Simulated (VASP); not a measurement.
OSZICAR of a VASP run on InP (zinc blende):

OSZICAR:
```
       N       E                     dE             d eps       ncg     rms          rms(c)
DAV:   1     0.103266314238E+03    0.10327E+03   -0.75659E+03   525   0.129E+03
DAV:   2    -0.157267596767E+01   -0.10484E+03   -0.10121E+03   560   0.303E+02
DAV:   3    -0.860034485496E+01   -0.70277E+01   -0.69855E+01   670   0.843E+01
DAV:   4    -0.879390455868E+01   -0.19356E+00   -0.19343E+00   630   0.153E+01
DAV:   5    -0.880377404140E+01   -0.98695E-02   -0.98692E-02   750   0.296E+00    0.564E+00
RMM:   6    -0.840632400176E+01    0.39745E+00   -0.57497E-01   612   0.746E+00    0.320E+00
RMM:   7    -0.838252108894E+01    0.23803E-01   -0.36381E-01   593   0.345E+00    0.132E+00
RMM:   8    -0.838040019332E+01    0.21209E-02   -0.35335E-02   660   0.307E+00    0.298E-01
RMM:   9    -0.838202740963E+01   -0.16272E-02   -0.17677E-02   762   0.123E+00    0.169E-01
RMM:  10    -0.838229304527E+01   -0.26564E-03   -0.31406E-03   792   0.579E-01    0.171E-01
RMM:  11    -0.838233490306E+01   -0.41858E-04   -0.39436E-04   768   0.203E-01    0.133E-01
RMM:  12    -0.838242612753E+01   -0.91224E-04   -0.18869E-04   621   0.168E-01    0.603E-02
RMM:  13    -0.838242039299E+01    0.57345E-05   -0.61425E-05   723   0.135E-01    0.511E-02
RMM:  14    -0.838242226964E+01   -0.18766E-05   -0.23403E-05   720   0.428E-02    0.420E-02
RMM:  15    -0.838242225848E+01    0.11152E-07   -0.25134E-06   408   0.192E-02
   1 F= -.83824223E+01 E0= -.83824223E+01  d E =-.558962E-12
```

Problem. Which electronic solver shows in the log?

Solution. It is blocked Davidson (ALGO = Normal, or the opening steps of other solvers) and then RMM-DIIS (ALGO = Fast or VeryFast). The INCAR had ALGO = Fast.

Problem. Can the final energy be trusted as converged?

Solution. The run converged. It stopped with EDIFF = 1E-6, NELM = 100 (PBE GGA, plane waves, VASP's PBE PAW potentials (set 64)).

The compound is InP in the zinc blende structure. The cell was not relaxed at this level. The run is one of a series of settings (ALGO = Fast against the base run), some of them coarse on purpose.
